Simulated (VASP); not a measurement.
A VASP calculation is set up with these files.

INCAR:
```
! general
SYSTEM    = CoGa
PREC      = Accurate
ENCUT     = 400
LREAL     = .FALSE.
LASPH     = .TRUE.

! electronic loop
EDIFF     = 1E-6
NELM      = 100
ALGO      = Normal
LMAXMIX   = 4

! smearing
ISMEAR    = 1
SIGMA     = 0.1

! functional
GGA       = PE

! DFT+U
LDAU      = .TRUE.
LDAUTYPE  = 2
LDAUL     = -1 2
LDAUU     = 0 2.0
LDAUJ     = 0 0
LDAUPRINT = 1

! ions
ISIF      = 2

! output
LWAVE     = .FALSE.
LCHARG    = .FALSE.
LORBIT    = 10
```

File KPOINTS:
```
Automatic mesh
0
Gamma
11 12 11
0 0 0
```

### POSCAR
```
CoGa
2.9003230
  1.0000000000   0.0000000000   0.0000000000
  0.0000000000   0.9677387656   0.0000000000
  0.0000000000   0.0000000000   1.0018697917
Ga Co
1 1
Cart
  0.5000000000   0.4838693828   0.5009348959
  0.0155090000   0.0000000000   0.0000000000
```

POTCAR, in this order: Ga_d Co (PBE.64 set). Program: vasp_std.

Task: Translate this PBE+U calculation to Quantum ESPRESSO's pw.x.

Result: One equivalent input (not run):
```
&CONTROL
  calculation = 'scf'
  pseudo_dir = './pseudo'
  outdir = './out'
  tprnfor = .true.
  tstress = .true.
/
&SYSTEM
  ibrav = 0
  nat = 2
  ntyp = 2
  ecutwfc = 96
  occupations = 'smearing'
  smearing = 'methfessel-paxton'
  degauss = 0.00735
  input_dft = 'pbe'
/
&ELECTRONS
  conv_thr = 7.3e-08
  electron_maxstep = 100
/
ATOMIC_SPECIES
  Ga 69.723 Ga.upf
  Co 58.933 Co.upf
CELL_PARAMETERS angstrom
     2.9003230    0.0000000    0.0000000
     0.0000000    2.8067550    0.0000000
     0.0000000    0.0000000    2.9057460
ATOMIC_POSITIONS crystal
  Ga   0.5000000  0.5000000  0.5000000
  Co   0.0155090  0.0000000  0.0000000
K_POINTS automatic
  11 12 11 0 0 0
HUBBARD {ortho-atomic}
U Co-3d 2
```
What does not carry over: the potentials are each code's own (VASP's PAW set, PseudoDojo norm-conserving files in pw.x), so ENCUT and ecutwfc are chosen apart and not converted; conv_thr bounds pw.x's estimated SCF error, while EDIFF bounds the energy change between steps; the +U projectors differ (PAW spheres against orthogonalised atomic orbitals), so the same U acts differently.

The compound is CoGa in the CsCl type structure. The cell was not relaxed at this level, atoms are displaced from their ideal sites. The run is one of a series of settings (LDAU = .TRUE., LDAUJ = 0 0, LDAUL = -1 2, LDAUTYPE = 2, LDAUU = 0 2.0 against the base run), some of them coarse on purpose.
